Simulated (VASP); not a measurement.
Data:

```xyz
3
Lattice="1.7914 -3.1029 0.0000 1.7914 3.1029 0.0000 0.0000 0.0000 5.7069" Properties=species:S:1:pos:R:3 pbc="T T T"
Zr     0.0000     0.0000     0.0000
S      1.7914     1.0343     1.4274
S      1.7914    -1.0343     4.2796
```

All values below come from optB86b-vdW, VASP's PBE PAW potentials (set 64) (plane waves; VASP 6.6.1). Numerical set-up: 520 eV cut-off, 7×7×4 Γ-centred mesh, Gaussian smearing of 0.050 eV, potentials Zr_sv S.

Problem. The ions and cell shape at fixed volume are relaxed. What does this cell relax into?

Solution. 
```xyz
3
Lattice="1.8076 -3.1308 0.0000 1.8076 3.1308 0.0000 0.0000 0.0000 5.6055" Properties=species:S:1:pos:R:3 pbc="T T T"
Zr     0.0000     0.0000     5.6055
S      1.8076     1.0436     1.4679
S      1.8076    -1.0436     4.1376
```
Space group P-3m1 (164), at a tolerance of 0.03 Å.

Problem. How much energy does the relaxation gain?

Solution. The energy (σ→0) changes by -18.1 meV/atom, in 5 ionic steps.

The compound is ZrS2 in the 1T layered structure. This cell is one point of a volume scan, at 0.94 of the reference volume. Symmetry was kept, so distortions that lower it aren't found.
